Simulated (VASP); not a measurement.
Crystal: LaP.

```
La P
1.0
     0.00000    3.01500    3.01500
     3.01500    0.00000    3.01500
     3.01500    3.01500    0.00000
La P
1 1
Direct
  0.00000 0.00000 0.00000
  0.50000 0.50000 0.50000
```

The cell was built by a generator and needn't be a form met in nature.

- Program: VASP 6.6.1
- Task: relaxation of cell and atoms
- Functional: LDA
- Potentials or basis: VASP PAW LDA potentials, release 64 (La, P)
- Cutoff: 600 eV
- k mesh: 12 × 12 × 12
- Occupations: gaussian, width 0.05 eV
- Spin: no spin polarisation

At the start: pressure -3.4 GPa; volume 27.41 Å³/atom.

**Question.** Where does the relaxation end?

**Answer.** Over 3 steps the energy falls by 13.6 meV/atom and the volume is 26.19 Å³/atom (-4.4 %); space group Fm-3m (No. 225, to 0.05 Å).

The path:
```csv
step,energy change (eV),largest force (eV/Å),pressure (GPa),volume (Å³)
1,0.0000,0.0000,-3.42,54.81
2,-0.0052,0.0000,3.52,50.31
3,-0.0271,0.0000,-0.02,52.38
```

Final structure:
```xyz
2
Lattice="0.0000 2.9697 2.9697 2.9697 0.0000 2.9697 2.9697 2.9697 0.0000" Properties=species:S:1:pos:R:3 pbc="T T T"
La    0.0000    0.0000    0.0000
P     2.9697    2.9697    2.9697
```
